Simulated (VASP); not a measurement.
Write the native input for VASP 6.6.1 that does the following.

```
Task                   : relaxation of cell and atoms
Functional             : PBE
Potentials or basis    : VASP PAW PBE potentials, release 64 (Sb, Se)
Cutoff                 : 520 eV
k mesh                 : 3 × 3 × 2
Occupations            : gaussian, width 0.15 eV
Spin                   : no spin polarisation
Further INCAR settings : PREC = Normal; ALGO = Fast; EDIFF = 0.0001; IBRION = 2; EDIFFG = -0.08; NSW = 24; ISIF = 3
```

The structure of Sb2Se5 lies in POSCAR:

```
Sb2Se5
1.0
    5.0272459000      0.0000000000      0.0000000000
    0.0000000000      5.3280330200      0.0000000000
    0.0000000000      0.0000000000      8.4999693800
Sb Se
2 5
Direct
    0.5000000000      0.0000000000      0.5000000000
    0.0000000000      0.0000000000      0.0000000000
    0.0000000000      0.0000000000      0.3190000100
    0.0000000000      0.0000000000      0.6809999900
    0.5000000000      0.5000000000      0.5000000000
    0.5000000000      0.0000000000      0.0000000000
    0.0000000000      0.5000000000      0.0000000000
```

The cell was built by a generator and needn't be a form met in nature.

One way to write it, as run:

INCAR

```
SYSTEM = Sb2Se5
  ALGO = Fast
  EDIFF = 1E-4
  EDIFFG = -0.08
  ENCUT = 520
  GGA = PE
  IBRION = 2
  ISIF = 3
  ISMEAR = 0
  LASPH = .True.
  LCHARG = .False.
  LREAL = .False.
  LWAVE = .False.
  NELM = 60
  NSW = 24
  PREC = Normal
  SIGMA = 0.15
```

KPOINTS

```
k-points
0
Gamma
  3 3 2
  0 0 0
```

Potentials or basis: VASP PAW PBE potentials, release 64 (Sb, Se).

Command:

```console
$ cat potpaw_PBE.64/Sb/POTCAR potpaw_PBE.64/Se/POTCAR > POTCAR
$ mpirun -np 1 vasp_std > vasp.out
```

It gave:

| Property | Result |
| --- | --- |
| Relaxed volume | 33.90 Å³/atom |
| Relaxed cell | a = 5.398 Å, b = 5.432 Å, c = 8.093 Å, α = 90.00°, β = 90.00°, γ = 90.00° |
| Space group after relaxing (to 0.05 Å) | Pmmm (No. 47) |
| Energy gained by relaxing | 95.0 meV/atom |
| Ionic steps | 16 |
| Pressure after relaxing | 0.0 GPa |
| Largest force after relaxing | 0.060 eV/Å |
| Band gap on the k mesh | none (metal or under the smearing width) |

Caveat: the k mesh is coarse (spacing up to 0.42 Å⁻¹), so the values aren't converged.

Run time: 2.6 min on 1 thread of Intel(R) Xeon(R) Platinum 8488C (Sapphire Rapids), on a shared host, peak memory 0.22 GiB.
